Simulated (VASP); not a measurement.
# Si3Sn (strained ordered alloy on diamond lattice), r²SCAN single-point calculation: Ansatz's output and VASP's

```
CELL_PARAMETERS angstrom
4.03764 0.00000 0.00000
0.00000 4.03764 0.00000
0.00000 0.00000 5.59743
ATOMIC_POSITIONS crystal
Si 0.50000 0.00000 0.77525
Si 0.50000 0.50000 0.00000
Si 0.00000 0.50000 0.22475
Sn 0.00000 0.00000 0.50000
```

Ansatz printed

```
SCF 1 converged in 6 iterations: F = -7955.294226 eV  dr2 = 2.74e-8
  greatest PAW one-centre occupation: 0.990 electrons in one spin orbital (limit 2), on the Sn atom at site 3 (counted from 0), in its partial waves of l = 2
NSCF: frozen V_eff on 6 k-points
SCF converged after 6 iterations
Free energy (F): -7955.294226 eV
Harris-Foulkes:  -7955.294226 eV  (|F-HF|=9.55e-11)
Internal energy: -7955.294226 eV  (E = F + TS)
E sigma→0 (E₀):  -7955.294226 eV
Fermi energy:    7.210966 eV
--- Per-component energies (eV) ---
  E_band       = -117.341962
  E_kinetic    = 309.117694
  E_local      = -1379.751556  (includes V_loc(G=0)·N_el)
  E_nonlocal   = 42.714467
  E_hartree    = 763.643823
  E_xc         = -528.552043
  E_vxc        = -253.096618  (∫ρ·V_xc dr)
  E_paw        = -5720.614654  (= ΣΔE_a)
  E_vpaw       = -376.030223  (= ΣTr[D̂ρ^β])
  E_aug_tail   = 0.000013  (compensation charges beyond the density's cutoff)
  E_vtau       = 12.420699  (kinetic-family band-sum trace: ∫τ·v_τ [+ j·A + Jᵃ·Aᵃ] dr)
  E_ewald      = -1442.357991
  E_core_change = 0.506021  (= ΣΔE_core)
  E_smearing   = -0.000000  (= −TS)
  E_closure    = 0.000000  (closes the sum)
  Σ components = -7955.294226   (vs F -7955.294226, Δ=0.00e0)
--- Forces (eV/Å), atoms counted from 1 ---
  atom   1  Si    -0.00000000     0.00000000    -0.00003050
  atom   2  Si     0.00000000     0.00000000     0.00000000
  atom   3  Si    -0.00000000     0.00000000     0.00003050
  atom   4  Sn     0.00000000     0.00000000     0.00000000
  max |Σ_I F_I| component: 5.55e-17 eV/Å
--- Stress (GPa, compression-positive) ---
        1.514127       0.000000      -0.000000
        0.000000       1.514127       0.000000
       -0.000000       0.000000       3.535404
  P = ⅓ Tr σ = 2.1879 GPa (21.879 kbar)
--- Band table (eV; the first three rows and the last of 30) ---
  k-point 0: bands = ["-14.7444", "-14.7075", "-14.7075", "-14.6573", "-14.6480", "-5.1921", "-0.9858", "-0.9212", "3.8465", "3.8465", "7.0148", "7.2110", "7.2110", "7.8133", "7.8551", "9.7661", "9.7661", "9.8029"]
  k-point 1: bands = ["-14.7444", "-14.7076", "-14.7076", "-14.6569", "-14.6480", "-4.9241", "-2.7164", "1.1427", "4.0698", "4.0698", "5.6384", "6.3823", "6.3823", "7.6570", "8.3002", "9.6301", "10.9498", "10.9498"]
  k-point 2: bands = ["-14.7445", "-14.7077", "-14.7077", "-14.6565", "-14.6480", "-4.3153", "-3.8354", "3.3369", "3.4723", "4.4350", "4.4350", "5.6263", "5.6263", "7.8219", "8.2562", "10.3071", "10.8861", "12.8889"]
  k-point 29: bands = ["-14.7239", "-14.7239", "-14.6818", "-14.6673", "-14.6381", "-1.3269", "-0.9806", "-0.9806", "-0.4685", "3.1528", "3.1938", "3.1938", "3.3004", "11.7054", "11.7054", "11.8736", "11.9478", "12.0699"]
```

Datasets and cutoffs are each program's own. VASP's cell holds 26 valence electrons and Ansatz's 26. Ansatz's stress includes a Pulay correction; VASP's doesn't.

Problem. What does VASP give for the same cell and level of theory?

Solution. gap between bands v and c 0.45 eV; least direct gap 0.61 eV; pressure 2.0 GPa.

From OUTCAR

```
k-points           NKPTS =     30   k-points in BZ     NKDIM =     30   number of bands    NBANDS=     21

   NELECT =      26.0000    total number of electrons

   dimension x,y,z NGX =    30 NGY =   30 NGZ =   42
   dimension x,y,z NGXF=    60 NGYF=   60 NGZF=   84

  energy-cutoff  :      520.00
  volume of cell :       91.25
      direct lattice vectors                 reciprocal lattice vectors
     4.037638910  0.000000000  0.000000000     0.247669498  0.000000000  0.000000000
     0.000000000  4.037638910  0.000000000     0.000000000  0.247669498  0.000000000
     0.000000000  0.000000000  5.597431811     0.000000000  0.000000000  0.178653360

 k-points in reciprocal lattice and weights: KPOINTS created by Atomic Simulation Env
   0.00000000  0.00000000  0.00000000       0.007
   0.16666667  0.00000000  0.00000000       0.028
   0.33333333  0.00000000  0.00000000       0.028
   0.50000000  0.00000000  0.00000000       0.014
   0.16666667  0.16666667  0.00000000       0.028
   0.33333333  0.16666667  0.00000000       0.056
   0.50000000  0.16666667  0.00000000       0.028
   0.33333333  0.33333333  0.00000000       0.028
   ...

 E-fermi :   6.1719

 k-point     1 :       0.0000    0.0000    0.0000
  band No.  band energies     occupation
      1     -15.7655      2.00000
      2     -15.7268      2.00000
      3     -15.7268      2.00000
      4     -15.6720      2.00000
      5     -15.6646      2.00000
      6      -6.2735      2.00000
      7      -2.0684      2.00000
      8      -2.0034      2.00000
      9       2.7612      2.00000
     10       2.7612      2.00000
     11       5.9292      2.00000
     12       6.1233      2.00000
     13       6.1233      2.00000
     14       6.7346      0.00000
     15       6.7732      0.00000
     16       8.6888      0.00000
     17       8.6888      0.00000
     18       8.7217      0.00000
     19       8.8285      0.00000
     20      13.6357      0.00000
     21      13.7252      0.00000

 k-point     2 :       0.1667    0.0000    0.0000
  band No.  band energies     occupation
      1     -15.7587      2.00000
      2     -15.7304      2.00000
      3     -15.7265      2.00000
      4     -15.6694      2.00000
      5     -15.6669      2.00000
      6      -6.0377      2.00000
      7      -2.2323      2.00000
      8      -1.7692      2.00000
      9       1.9501      2.00000
     10       2.9450      2.00000
     11       4.4015      2.00000
     12       5.2200      2.00000
     13       5.9661      2.00000
     14       6.8250      0.00000
     15       8.2527      0.00000
     16       8.9033      0.00000
     17       8.9366      0.00000
     18       9.2655      0.00000
     19      10.5421      0.00000
     20      12.7931      0.00000
     21      13.9723      0.00000

 k-point     3 :       0.3333    0.0000    0.0000
  band No.  band energies     occupation
      1     -15.7470      2.00000
      2     -15.7371      2.00000
      3     -15.7260      2.00000
      4     -15.6713      2.00000
      5     -15.6630      2.00000
      6      -5.3493      2.00000
      7      -3.0411      2.00000
      8      -0.9792      2.00000
      9       1.4783      2.00000
     10       2.2581      2.00000
     11       3.4379      2.00000
     12       3.6596      2.00000
     13       5.4765      2.00000
     14       7.2954      0.00000
     15       9.1317      0.00000
     16       9.6557      0.00000
     17      10.0887      0.00000
     18      11.2688      0.00000
     19      11.6559      0.00000
     20      11.9502      0.00000
     21      13.0817      0.00000

 k-point     4 :       0.5000    0.0000    0.0000
  band No.  band energies     occupation
      1     -15.7445      2.00000
      2     -15.7376      2.00000
      3     -15.7257      2.00000
      4     -15.6736      2.00000
      5     -15.6592      2.00000
      6      -4.4121      2.00000
      7      -4.1220      2.00000
      8       0.3165      2.00000
      9       0.3219      2.00000
     10       2.1732      2.00000
     11       2.4583      2.00000
     12       3.8541      2.00000
     13       5.0368      2.00000
     14       7.6772      0.00000
     15       9.0914      0.00000
     16      10.5312      0.00000
     17      11.0847      0.00000
     18      11.1301      0.00000
     19      11.3712      0.00000
     20      12.0708      0.00000
     21      12.3399      0.00000

 ...

  Total        0.7608861      0.7608861      1.9296353      0.0000000      0.0000000      0.0000000
  in kB       13.3593846     13.3593846     33.8798944      0.0000000      0.0000000      0.0000000
  external PRESSURE =      20.1995545 kB  Pullay stress =       0.0000000 kB

 POSITION                                       TOTAL-FORCE (eV/Angst)
 -----------------------------------------------------------------------------------
      2.01882      0.00000      4.33939         0.000000      0.000000      0.003931
      2.01882      2.01882      0.00000         0.000000      0.000000      0.000000
      0.00000      2.01882      1.25804         0.000000     -0.000000     -0.003931
      0.00000      0.00000      2.79872         0.000000     -0.000000      0.000000
 -----------------------------------------------------------------------------------
    total drift:                               -0.000000      0.000000      0.000000

  FREE ENERGIE OF THE ION-ELECTRON SYSTEM (eV)
  ---------------------------------------------------
  free  energy   TOTEN  =       -50.5242009226 eV

  energy  without entropy=      -50.5242009226  energy(sigma->0) =      -50.52420092
```
